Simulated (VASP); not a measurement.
VASP input:

File POSCAR:
```
ZnCl2
1
    4.7577730000     0.0000000000     0.0000000000
    0.0000000000     5.8068250000     0.0000000000
    0.0000000000     0.0000000000     3.6250100000
Zn Cl
2 4
Direct
  0.0000000000   0.0000000000   0.0000000000
  0.5000000000   0.5000000000   0.5000000000
  0.2004000000   0.3787000000   0.0000000000
  0.7004000000   0.1213000000   0.5000000000
  0.2996000000   0.8787000000   0.5000000000
  0.7996000000   0.6213000000   0.0000000000
```

### INCAR
```
! general
SYSTEM   =  ZnCl2
PREC     =  Accurate
ENCUT    =  300   ! plane-wave cut-off (eV)
LREAL    =  .FALSE.   ! projection in real space or not
LASPH    =  .TRUE.

! electronic loop
EDIFF    =  1E-6
NELM     =  100   ! most electronic steps
ALGO     =  Normal   ! blocked Davidson
LMAXMIX  =  4   ! l cut-off of mixed one-centre charges

! smearing
ISMEAR   =  0
SIGMA    =  0.1

! functional
GGA      =  PE

! ions
ISIF     =  2   ! forces and stress, cell fixed

! output
LWAVE    =  .FALSE.
LCHARG   =  .FALSE.
```

**KPOINTS**
```
kpoints
0
gamma
  1 1 1
```

POTCAR, in this order: Zn Cl (PBE.64 set). Program: vasp_std.

Problem. Translate this PBE calculation to Quantum ESPRESSO's pw.x.

Solution. One equivalent input (not run):
```
&CONTROL
  calculation = 'scf'
  pseudo_dir = './pseudo'
  outdir = './out'
  tprnfor = .true.
  tstress = .true.
/
&SYSTEM
  ibrav = 0
  nat = 6
  ntyp = 2
  ecutwfc = 84
  occupations = 'smearing'
  smearing = 'gaussian'
  degauss = 0.00735
  input_dft = 'pbe'
/
&ELECTRONS
  conv_thr = 7.3e-08
  electron_maxstep = 100
/
ATOMIC_SPECIES
  Zn 65.380 Zn.upf
  Cl 35.450 Cl.upf
CELL_PARAMETERS angstrom
     4.7577730    0.0000000    0.0000000
     0.0000000    5.8068250    0.0000000
     0.0000000    0.0000000    3.6250100
ATOMIC_POSITIONS crystal
  Zn   0.0000000  0.0000000  0.0000000
  Zn   0.5000000  0.5000000  0.5000000
  Cl   0.2004000  0.3787000  0.0000000
  Cl   0.7004000  0.1213000  0.5000000
  Cl   0.2996000  0.8787000  0.5000000
  Cl   0.7996000  0.6213000  0.0000000
K_POINTS automatic
  1 1 1 0 0 0
```
What does not carry over: the potentials are each code's own (VASP's PAW set, PseudoDojo norm-conserving files in pw.x), so ENCUT and ecutwfc are chosen apart and not converted; conv_thr bounds pw.x's estimated SCF error, while EDIFF bounds the energy change between steps.

The structure was generated: ZnCl2 was put into an ordered model structure, which need not be its known phase. The cell was not relaxed at this level. The k-mesh is coarse (spacing up to 1.73 per Å, 2π included), so the numbers may not be converged in it. The run is one of a series of settings (KPOINTS 1×1×1 Γ-centred mesh against the base run), some of them coarse on purpose.
